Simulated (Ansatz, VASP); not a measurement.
# H4C in two plane-wave programs, part 2 of 2

Wanted: the spread between two codes on one cell, functional and k mesh. Of the first pair: The two relaxations start from unlike cells of this crystal (the structure described is Ansatz's start), so only their ends are compared.

VASP 6.6.1 and Ansatz 0.2.0.

So far: The starting structure; VASP: relaxation of cell and atoms, LDA; Ansatz: relaxation of cell and atoms, LDA; Side by side.

## (5) VASP: zone-centre phonons, LDA

Level of this step: LDA; plane waves and PAW (H, C) (VASP).

Second derivatives magnify differences that forces hide, and they need a tight electronic threshold.

INCAR reads:

```
SYSTEM = H4C
PREC = Accurate
ENCUT = 600
EDIFF = 1E-08
NELM = 120
ISMEAR = 0
SIGMA = 0.01
LREAL = .FALSE.
ALGO = Normal
GGA = CA
NBANDS = 10
LORBIT = 11
LWAVE = .FALSE.
LCHARG = .FALSE.
ISIF = 2
IBRION = 8
LASPH = .TRUE.
GGA_COMPAT = .FALSE.
EFERMI = MIDGAP
KPAR = 2
```

POSCAR reads:

```
H4C
1.0
   -2.1259784733      2.1259784733      2.1259784733
    2.1259784733     -2.1259784733      2.1259784733
    2.1259784733      2.1259784733     -2.1259784733
H C
4 1
Direct
    0.0000000000      0.0000000000      0.7012275935
    0.7012275935      0.0000000000      0.0000000000
    0.0000000000      0.7012275935      0.0000000000
    0.2987724065      0.2987724065      0.2987724065
    0.0000000000      0.0000000000      0.0000000000
```

KPOINTS reads:

```
Automatic mesh
0
Gamma
8 8 8
0 0 0
```

PAW data sets: H and C (LDA family, release 64).

The run is started by

```
> mpirun -np 2 vasp_std
```

Numbers of over 12 decimals in the logs are rounded to 6 here.

What it wrote:

```text
[... set-up lines as in an earlier step ...]
 entering main loop
       N       E                     dE             d eps       ncg     rms          rms(c)
DAV:   1     0.237349211439E+01    0.23735E+01   -0.38592E+03   580   0.749E+02
DAV:   2    -0.266498207699E+02   -0.29023E+02   -0.28035E+02   752   0.114E+02
DAV:   3    -0.282853090634E+02   -0.16355E+01   -0.16331E+01   712   0.269E+01
DAV:   4    -0.282982827410E+02   -0.12974E-01   -0.12972E-01   722   0.282E+00
[...]
DAV:  12    -0.250091020777E+02   -0.84549E-06   -0.18710E-06   646   0.103E-02    0.150E-03
DAV:  13    -0.250091020280E+02    0.49709E-07   -0.32145E-07   710   0.269E-03    0.541E-04
DAV:  14    -0.250091020254E+02    0.25688E-08   -0.11206E-08   466   0.816E-04
   1 F= -.25009102E+02 E0= -.25009102E+02  d E =0.000000E+00
 Linear response reoptimize wavefunctions to high precision
DAV:   1    -0.250091020252E+02    0.28263E-09   -0.30248E-09   564   0.355E-04
DAV:   2    -0.250091020252E+02    0.12250E-10   -0.67135E-11   322   0.738E-05
 Linear response DOF=           2
 Linear response progress:
[...]
RMM:   9    -0.168611461473E-01   -0.10121E-06    0.29826E-09  5430   0.482E-05    0.129E-05
RMM:  10    -0.168610535449E-01    0.92602E-07   -0.10682E-08  5442   0.168E-05    0.237E-06
RMM:  11    -0.168610519436E-01    0.16013E-08   -0.26298E-09  5410   0.805E-06    0.979E-07
 first order change of Fermi-energy  -0.32218E+00
 force on displaced ion       1 direction 1 : -12.970  -9.261   9.261
 Linear response progress:
  Degree of freedom:   2/  2
       N       E                     dE             d eps       ncg     rms          rms(c)
RMM:   1    -0.128283464908E+00   -0.12828E+00    0.13865E-01  3704   0.247E+00
RMM:   2    -0.125595473048E+00    0.26880E-02   -0.34895E-03  2937   0.455E-01    0.238E-01
RMM:   3    -0.125233462985E+00    0.36201E-03   -0.10279E-03  3022   0.187E-01    0.119E-01
RMM:   4    -0.125968261778E+00   -0.73480E-03   -0.77709E-04  2919   0.157E-01    0.165E-02
[...]
RMM:   8    -0.125895819538E+00   -0.12680E-05   -0.21823E-08  3155   0.168E-04    0.511E-05
RMM:   9    -0.125895765296E+00    0.54242E-07   -0.14501E-08  3261   0.662E-05    0.572E-06
RMM:  10    -0.125895761645E+00    0.36510E-08    0.14709E-10  3330   0.212E-05    0.328E-06
 first order change of Fermi-energy   0.13908E-03
 force on displaced ion       5 direction 1 : -48.519   0.000   0.000
 Linear response finished
```

From OUTCAR (step 5):

```text
  Total        0.0159227      0.0159227      0.0159227     -0.0000000     -0.0000000      0.0000000
  in kB        0.6637280      0.6637280      0.6637280     -0.0000000     -0.0000000      0.0000000
  external PRESSURE =       0.6637280 kB  Pullay stress =       0.0000000 kB

 POSITION                                       TOTAL-FORCE (eV/Angst)
 -----------------------------------------------------------------------------------
      1.49079      1.49079     -1.49079        -0.025106     -0.025106      0.025106
     -1.49079      1.49079      1.49079         0.025106     -0.025106     -0.025106
      1.49079     -1.49079      1.49079        -0.025106      0.025106     -0.025106
      0.63518      0.63518      0.63518         0.025106      0.025106      0.025106
      0.00000      0.00000      0.00000         0.000000     -0.000000     -0.000000
 -----------------------------------------------------------------------------------
    total drift:                                0.000000      0.000000      0.000000

[... 2 further parts left out ...]
```

## (6) Ansatz: zone-centre phonons, LDA

The same cell, functional (in two slightly different forms) and mesh now go to Ansatz, which takes its cutoff from its data sets.

The cell is taken from a series of runs on this material, whose earlier steps may have relaxed, scaled, displaced or heated it; both programs get it as it stands.

input.yaml reads:

```yaml
crystal:
  lattice:
    - [-2.1259784733, 2.1259784733, 2.1259784733]
    - [2.1259784733, -2.1259784733, 2.1259784733]
    - [2.1259784733, 2.1259784733, -2.1259784733]
  atoms:
    - { symbol: H, position: [0.0, 0.0, 0.7012275935] }
    - { symbol: H, position: [0.7012275935, 0.0, 0.0] }
    - { symbol: H, position: [0.0, 0.7012275935, 0.0] }
    - { symbol: H, position: [0.2987724065, 0.2987724065, 0.2987724065] }
    - { symbol: C, position: [0.0, 0.0, 0.0] }
kpoints:
  mp_grid: { grid: [8, 8, 8] }
hamiltonian:
  xc: lda
scf:
  occupations: { method: fixed }
output:
  eigenvalues: true
phonons:
  method: dfpt
  qmesh: [4, 4, 4]
  temperatures: { t_max: 1000, t_step: 50 }
  qpath:
    path:
      - [[0.0, 0.0, 0.0], [0.5, -0.5, 0.5], [0.0, 0.0, 0.5], [0.0, 0.0, 0.0], [0.25, 0.25, 0.25], [0.5, -0.5, 0.5]]
      - [[0.25, 0.25, 0.25], [0.0, 0.0, 0.5]]
    npoints: 10
  non_analytic_term:
    high_frequency_dielectric_tensor: [[2.2037, 0.0, 0.0], [0.0, 2.2037, 0.0], [0.0, 0.0, 2.2037]]
    born_effective_charges:
      - { species: H, tensor: [[0.0662, -0.0363, 0.0363], [-0.0363, 0.0662, 0.0363], [0.0363, 0.0363, 0.0662]] }
      - { species: H, tensor: [[0.0662, 0.0363, 0.0363], [0.0363, 0.0662, -0.0363], [0.0363, -0.0363, 0.0662]] }
      - { species: H, tensor: [[0.0662, 0.0363, -0.0363], [0.0363, 0.0662, 0.0363], [-0.0363, 0.0363, 0.0662]] }
      - { species: H, tensor: [[0.0662, -0.0363, -0.0363], [-0.0363, 0.0662, -0.0363], [-0.0363, -0.0363, 0.0662]] }
      - { species: C, tensor: [[-0.2647, 0.0, 0.0], [0.0, -0.2647, 0.0], [0.0, 0.0, -0.2647]] }
    source: "zone-centre run at this cell"
```

The run is started by

```
> ansatz run input.yaml --threads 4 --pin off --max-ram 7168MiB --backend cpu --events-out ev --progress --plain --runs-dir out
```

What it wrote:

```text
[...]
largest difference from the sums on the solved wave vectors: F 5.62e-2 eV, S 7.55e-5 and C_V 1.93e-5 eV/K
  zero-point energy: 1.215673 eV/cell   skipped modes (ω ≤ 0): 10, of them read as no rigid motion or as one in doubt: 7 (1.050e-2 modes/cell left out, lowest -14.63 cm⁻¹)   left out of the sums: 7.25e-4 of the cell's modes: C_V's classical limit lies that fraction below 3 k_B per atom; for a crystal, a wire or a layer, F and S can be off by more, and a phonons.interpolated_qmesh denser along its periods is the remedy for the sampling
[key lines of the parts left out:]
SCF converged after 8 iterations
Free energy (F): -306.396188 eV
Fermi energy:    -4.336834 eV
```

## (7) Side by side

What differs besides the data sets and the points named for the pairs above, as far as they apply: fixed occupations in Ansatz, narrow Gaussian smearing in VASP; VASP's run holds the zone centre alone. Total energies have different zeros and are not compared.

Compared:

```csv
quantity,Ansatz,VASP,difference
optical mode 1 to 3 (cm⁻¹),208.8,186.4,+12.04 %
optical mode 4 to 6 (cm⁻¹),1236.4,1234.6,+0.15 %
optical mode 7 to 8 (cm⁻¹),1435.7,1436.7,-0.07 %
optical mode 9 (cm⁻¹),2918.4,2928.8,-0.35 %
optical mode 10 to 12 (cm⁻¹),3059.0,3068.0,-0.29 %
```

Modes are paired by rising frequency, not by their patterns, so a pair may set unlike modes beside each other; they are those without the splitting of longitudinal modes.

## (8) Outcome

```yaml
difference_in_volume_relaxation_of_cell_and_atoms_lda: 3.0 %
r_m_s_difference_of_the_optical_zone_centre_modes_each_program_s_sorted_by_frequency_zone_centre_phonons_lda: 12 cm⁻¹
difference_in_optical_mode_1_to_3_zone_centre_phonons_lda: +12.0 %
```

**Reading.** The difference in volume is 3.0 % (relaxation of cell and atoms, LDA), beyond the 1.2 % picked in this series as the mark of a large difference, as far as the stopping tolerances let one tell. What causes the difference of the relaxation of cell and atoms, LDA pair stays open here. Among the rows given in per cent, the largest difference of the zone-centre phonons, LDA pair is in optical mode 1 to 3, +12.0 %. What causes the difference of the zone-centre phonons, LDA pair stays open here. 1 further run of this series is not shown here. Such differences can come from data sets, numerical settings and the points named under the comparisons, not from the functional's error against experiment.

[Lines on the potential files, build, host, timing and source positions are cut from VASP's logs without a mark.]

[Logs are printed without paths, hosts, clocks, repeated set-up lines and the standing remarks that a program may print on its own settings, such as how far it seeks lower states.]

[Hosts, paths, dates, database ids (printed as entryN), source tags and the programs' standing remarks are cut or masked in the printed files.]
